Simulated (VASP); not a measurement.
Consider the following.

```yaml
crystal:
  lattice:
    - [4.60213, 0.00000, 0.00000]
    - [0.00000, 4.60213, 0.00000]
    - [0.00000, 0.00000, 2.95162]
  atoms:
    - { symbol: Ti, position: [0.00000, 0.00000, 0.00000] }
    - { symbol: Ti, position: [0.50000, 0.50000, 0.50000] }
    - { symbol: O, position: [0.30411, 0.30411, 0.00000] }
    - { symbol: O, position: [0.80411, 0.19589, 0.50000] }
    - { symbol: O, position: [0.19589, 0.80411, 0.50000] }
    - { symbol: O, position: [0.69589, 0.69589, 0.00000] }
```

These are vdW-DF-cx, VASP's PBE PAW potentials (set 64) (plane waves; VASP) values and carry that method's errors. Numerical set-up: 520 eV cut-off, 6×6×8 Γ-centred mesh, tetrahedra with Blöchl corrections, potentials Ti_sv O.

The cores are frozen, which limits the accuracy of field gradients.

Give the principal components of the electric field gradient (V/Å²) and the asymmetry η at each nucleus.

```
atom    Vxx   Vyy    Vzz     η
----  -----  ----  -----  ----
Ti1    13.1   6.2  -19.3  0.36
Ti2    13.1   6.2  -19.3  0.36
O3    -20.3  -1.4   21.7  0.87
O4    -20.3  -1.4   21.7  0.87
O5    -20.3  -1.4   21.7  0.87
O6    -20.3  -1.4   21.7  0.87
```

The compound is TiO2 in the rutile structure. It was relaxed first.
